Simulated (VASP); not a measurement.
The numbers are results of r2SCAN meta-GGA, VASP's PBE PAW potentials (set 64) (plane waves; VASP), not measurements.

Input for VASP

File KPOINTS:
```
Automatic mesh
0
Gamma
  8 8 4
```

POSCAR:
```
SbAs
1
    4.0455275693     0.0000000286     0.0000000000
   -2.0227642356     3.5035293606    -0.0000000000
   -0.0000000000    -0.0000000000     6.9082527128
Sb As
2 2
Direct
  0.0000000000   0.0000000000   0.0000000000
  0.0000000000   0.0000000000   0.5000000000
  0.3333330000   0.6666670000   0.2500000000
  0.6666670000   0.3333330000   0.7500000000
```

### INCAR
```
# general
SYSTEM =SbAs
PREC   =Accurate
ENCUT  =400
LREAL  =.FALSE.   # projection in real space or not
LASPH  =.TRUE.   # aspherical one-centre terms

# electronic loop
EDIFF  =1E-6   # SCF stop (eV)
NELM   =100   # most electronic steps
ALGO   =Normal   # blocked Davidson
LMAXMIX=4
LMIXTAU=.TRUE.

# smearing
ISMEAR =1   # Methfessel-Paxton
SIGMA  =0.1

# functional
METAGGA=R2SCAN

# ions
IBRION =2   # conjugate gradients
NSW    =60   # most ionic steps
ISIF   =3   # ions, shape and volume
EDIFFG =-0.02   # ionic stop

# output
LWAVE  =.FALSE.
LCHARG =.FALSE.
```

POTCAR, in this order: Sb As (PBE.64 set). Program: vasp_std.

Q: What will the output report for the number of irreducible k-points (NKPTS), number of bands (NBANDS), largest plane-wave count, number of space-group operations, FFT grid (NGX, NGY, NGZ)?

A: 
| Quantity | Value |
|---|---|
| number of irreducible k-points (NKPTS) | 30 |
| number of bands (NBANDS) | 14 |
| largest plane-wave count | 1822 |
| number of space-group operations | 24 |
| FFT grid (NGX, NGY, NGZ) | 28 × 28 × 48 |

The structure was generated: SbAs was put into the NiAs type (P6_3/mmc), which need not be its known phase. This run relaxes it. Symmetry was kept, so distortions that lower it aren't found. The start is the result of an earlier pass.
